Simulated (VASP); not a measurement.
VASP input:

INCAR:
```
ALGO = Normal
EDIFF = 1E-6
ENCUT = 300
GGA = PS
ISIF = 2
ISMEAR = -1
LASPH = .TRUE.
LCHARG = .FALSE.
LMAXMIX = 4
LREAL = .FALSE.
LWAVE = .FALSE.
NELM = 100
PREC = Accurate
SIGMA = 0.01
SYSTEM = SiRu
```

**KPOINTS**
```
Automatic
0
G
6 6 6
```

### POSCAR
```
SiRu
1
    4.7467400000     0.0000000000     0.0000000000
    0.0000000000     4.7467400000     0.0000000000
    0.0000000000     0.0000000000     4.7467400000
Si Ru
4 4
Direct
  0.1624200000   0.3375800000   0.6624200000
  0.3375800000   0.6624200000   0.1624200000
  0.6624200000   0.1624200000   0.3375800000
  0.8375800000   0.8375800000   0.8375800000
  0.8705900000   0.6294100000   0.3705900000
  0.6294100000   0.3705900000   0.8705900000
  0.3705900000   0.8705900000   0.6294100000
  0.1294100000   0.1294100000   0.1294100000
```

POTCAR, in this order: Si Ru_pv (PBE.64 set). Program: vasp_std.

### Question
Write an equivalent input for Ansatz.

### Answer
One equivalent input (not run):
Ansatz 0.2 input:
```yaml
crystal:
  lattice:
    - [4.7467400, 0.0000000, 0.0000000]
    - [0.0000000, 4.7467400, 0.0000000]
    - [0.0000000, 0.0000000, 4.7467400]
  atoms:
    - { symbol: Si, position: [0.1624200, 0.3375800, 0.6624200] }
    - { symbol: Si, position: [0.3375800, 0.6624200, 0.1624200] }
    - { symbol: Si, position: [0.6624200, 0.1624200, 0.3375800] }
    - { symbol: Si, position: [0.8375800, 0.8375800, 0.8375800] }
    - { symbol: Ru, position: [0.8705900, 0.6294100, 0.3705900] }
    - { symbol: Ru, position: [0.6294100, 0.3705900, 0.8705900] }
    - { symbol: Ru, position: [0.3705900, 0.8705900, 0.6294100] }
    - { symbol: Ru, position: [0.1294100, 0.1294100, 0.1294100] }
kpoints:
  mp_grid: { grid: [6, 6, 6] }
hamiltonian:
  xc: pbesol
  pseudopotentials: { kind: paw }
scf:
  occupations: { method: fermi_dirac, width: 0.01 }
  max_iter: 100
output: { forces: true, stress: true, eigenvalues: true }
```
What does not carry over: each code has its own PAW files, so the cut-off isn't converted (ENCUT is set for VASP's; basis.ecutwfc is left out, and Ansatz then takes the one that its files recommend); Ansatz stops its SCF on the density residual and VASP on the energy change (EDIFF).

The structure comes from a computed database's SiRu entry; how it stands against other phases isn't given here. The cell was not relaxed at this level.
